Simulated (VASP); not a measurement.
Given:

```
GaAs4B3
1.0
    0.00000     2.48387     2.48387
    2.48387     0.00000     2.48387
   10.07454    10.07454    -0.13906
Ga As B
1 4 3
Direct
  0.00543   0.00543   0.99593
  0.21346   0.21346   0.08990
  0.23716   0.23716   0.32213
  0.25939   0.25939   0.55545
  0.28156   0.28156   0.78883
  0.97865   0.97865   0.26601
  0.00110   0.00110   0.49918
  0.02325   0.02325   0.73256
```

All values below come from PBEsol GGA, VASP's PBE PAW potentials (set 64) (plane waves; VASP 6.6.1). Settings: 520 eV cut-off, Gaussian smearing of 0.050 eV, potentials Ga_d As B.

Problem. What does the run give for the band gap (along the path) with the smallest direct gap where there is one?

Solution. 
| Property | Result |
|---|---|
| band gap (along the path) | none (metal, semimetal or under 0.01 eV) |

The structure was generated: GaAs4B3 was put into an ordered model structure (R3m), which need not be its known phase. It was relaxed first.
